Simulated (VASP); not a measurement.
Output of a VASP run:

File OSZICAR:
```
       N       E                     dE             d eps       ncg     rms          rms(c)
DAV:   1     0.419419925978E+03    0.41942E+03   -0.19931E+04   704   0.124E+03
DAV:   2     0.222567429516E+02   -0.39716E+03   -0.39119E+03   864   0.568E+02
DAV:   3    -0.154955787311E+02   -0.37752E+02   -0.37087E+02   896   0.161E+02
DAV:   4    -0.172728636510E+02   -0.17773E+01   -0.17712E+01   872   0.392E+01
DAV:   5    -0.173341805241E+02   -0.61317E-01   -0.61220E-01   960   0.759E+00    0.259E+01
DAV:   6    -0.160562814627E+02    0.12779E+01   -0.28499E+00   880   0.119E+01    0.159E+01
DAV:   7    -0.157758485720E+02    0.28043E+00   -0.20976E+00   800   0.874E+00    0.143E+00
DAV:   8    -0.157520739255E+02    0.23775E-01   -0.35158E-01   880   0.459E+00    0.472E-01
DAV:   9    -0.157591000595E+02   -0.70261E-02   -0.22614E-02   792   0.126E+00    0.353E-01
DAV:  10    -0.157645909407E+02   -0.54909E-02   -0.41271E-03   760   0.518E-01    0.298E-01
DAV:  11    -0.157661744687E+02   -0.15835E-02   -0.28223E-03   656   0.402E-01    0.116E-01
DAV:  12    -0.157665492960E+02   -0.37483E-03   -0.40044E-04  1032   0.127E-01    0.265E-02
DAV:  13    -0.157667728116E+02   -0.22352E-03   -0.17596E-04   656   0.641E-02    0.416E-02
DAV:  14    -0.157668181474E+02   -0.45336E-04   -0.61163E-05   488   0.456E-02    0.117E-02
DAV:  15    -0.157668225270E+02   -0.43796E-05   -0.89172E-06   568   0.242E-02    0.739E-03
DAV:  16    -0.157668239746E+02   -0.14476E-05   -0.38830E-06   568   0.159E-02    0.288E-03
DAV:  17    -0.157668239661E+02    0.85474E-08   -0.37369E-07   408   0.105E-02
   1 F= -.15766824E+02 E0= -.15768754E+02  d E =0.579119E-02
```

**OUTCAR**
```
------------------------ aborting loop because EDIFF is reached ----------------------------------------
  FORCE on cell =-STRESS in cart. coord.  units (eV):
  Direction    XX          YY          ZZ          XY          YZ          ZX
  --------------------------------------------------------------------------------------
  Total        1.6926145      1.6926143     -0.3916620      0.0000002      0.0000000      0.0000000
  in kB        8.9784772      8.9784759     -2.0775721      0.0000010      0.0000000      0.0000000
  external PRESSURE =       5.2931270 kB  Pullay stress =       0.0000000 kB
  volume of cell :      302.04
      direct lattice vectors                 reciprocal lattice vectors
     5.080095000  0.000000000  0.000000000     0.196846713  0.113649488  0.000000000
    -2.540047000  4.399491000  0.000000000     0.000000000  0.227299022  0.000000000
     0.000000000  0.000000000 13.514242000     0.000000000  0.000000000  0.073996011
 POSITION                                       TOTAL-FORCE (eV/Angst)
 -----------------------------------------------------------------------------------
     -0.00000      2.93300      3.37856         0.000000     -0.000000      0.000000
      2.54005      1.46650     10.13568        -0.000000     -0.000000      0.000000
     -0.00000      2.93300     10.13568        -0.000000      0.000000      0.000000
      2.54005      1.46650      3.37856         0.000000      0.000000      0.000000
 -----------------------------------------------------------------------------------
    total drift:                               -0.001898      0.001096     -0.000439
  FREE ENERGIE OF THE ION-ELECTRON SYSTEM (eV)
  ---------------------------------------------------
  free  energy   TOTEN  =       -15.7668239661 eV

  energy  without entropy=      -15.7726151582  energy(sigma->0) =      -15.76875436
```
(Selected blocks of OUTCAR.)

**POSCAR**
```
HoBi
1
    5.0800950000     0.0000000000     0.0000000000
   -2.5400470000     4.3994910000     0.0000000000
    0.0000000000     0.0000000000    13.5142420000
Ho Bi
2 2
Direct
  0.3333330000   0.6666670000   0.2500000000
  0.6666670000   0.3333330000   0.7500000000
  0.3333330000   0.6666670000   0.7500000000
  0.6666670000   0.3333330000   0.2500000000
```

Reconstruct the remaining input files.

One answer among several that fit: the input of the run itself, PBE GGA, plane waves, VASP's PBE PAW potentials (set 64).

INCAR:
```
ALGO=Normal
EDIFF=1E-6
ENCUT=400
GGA=PE
ISIF=2
ISMEAR=1
LASPH=.TRUE.
LCHARG=.FALSE.
LMAXMIX=6
LREAL=.FALSE.
LWAVE=.FALSE.
NELM=100
PREC=Accurate
SIGMA=0.1
SYSTEM=HoBi
```

File KPOINTS:
```
Automatic mesh
0
Gamma
5 5 2
0 0 0
```

POTCAR, in this order: Ho_3 Bi_d (PBE.64 set). Program: vasp_std.

The 4f electrons are frozen in the core of the lanthanide potential, so 4f levels, which can set the real gap, and their magnetism are missing.

The structure was generated: HoBi was put into the h-BN type (P6_3/mmc), which need not be its known phase. The cell was not relaxed at this level.
